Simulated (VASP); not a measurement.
Level of theory: rev-vdW-DF2, VASP's PBE PAW potentials (set 64) (plane waves; VASP 6.6.1).

Input for VASP

### KPOINTS
```
Regular mesh
0
gamma
 16 16 16
```

INCAR:
```
! general
SYSTEM    =  Nb
PREC      =  Accurate
ENCUT     =  520
LREAL     =  .FALSE.
LASPH     =  .TRUE.

! electronic loop
EDIFF     =  1E-7
NELM      =  100
ALGO      =  Normal
LMAXMIX   =  4

! smearing
ISMEAR    =  1
SIGMA     =  0.1

! functional
GGA       =  MK
LUSE_VDW  =  .TRUE.
AGGAC     =  0.0
PARAM1    =  0.1234568
PARAM2    =  0.7114
ZAB_VDW   =  -1.8867

! ions
ISIF      =  2

! output
LWAVE     =  .FALSE.
LCHARG    =  .FALSE.
```

### POSCAR
```
Nb
3.2225390
 -0.5000000345   0.5000000345   0.5000000345
  0.5000000345  -0.5000000345   0.5000000345
  0.5000000345   0.5000000345  -0.5000000345
Nb
1
Cartesian
  0.0000000000   0.0000000000   0.0000000000
```

POTCAR, in this order: Nb_sv (PBE.64 set). Program: vasp_std.

Question: What will the output report for the number of irreducible k-points (NKPTS), largest plane-wave count, number of space-group operations, FFT grid (NGX, NGY, NGZ)?

Answer: 
```json
{
  "number of irreducible k-points (NKPTS)": "145",
  "largest_plane_wave_count": "466",
  "number_of_space_group_operations": "48",
  "FFT grid (NGX, NGY, NGZ)": "24 × 24 × 24"
}
```

The compound is Nb in the bcc structure. This cell is one point of a volume scan, at 0.94 of the reference volume.
